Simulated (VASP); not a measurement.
```
MgTb2
1.0
   -1.73919     1.73919     6.86211
    1.73919    -1.73919     6.86211
    1.73919     1.73919    -6.86211
Tb Mg
2 1
Direct
  0.66349   0.66349   0.00000
  0.33651   0.33651   0.00000
  0.00000   0.00000   0.00000
```

These are PBEsol GGA, VASP's PBE PAW potentials (set 64) (plane waves; VASP 6.6.1) values and carry that method's errors. Numerical set-up: 400 eV cut-off, 14×14×14 Γ-centred mesh, tetrahedra with Blöchl corrections, potentials Tb_3 Mg.

The 4f electrons are frozen in the core of the lanthanide potential, so 4f levels, which can set the real gap, and their magnetism are missing.

Predict the energy per atom (σ→0), band gap (on the k-mesh) with the smallest direct gap where there is one.

The band gap (on the k-mesh) is none (metal, semimetal or under 0.01 eV) and the energy per atom (σ→0) comes out as -3952 meV/atom.

Total energies compare only between runs with the same potentials, cut-off and functional.

The structure comes from a computed database's Tb2Mg entry (I4/mmm); how it stands against other phases isn't given here. It was relaxed first, which changed the volume by -6 %.
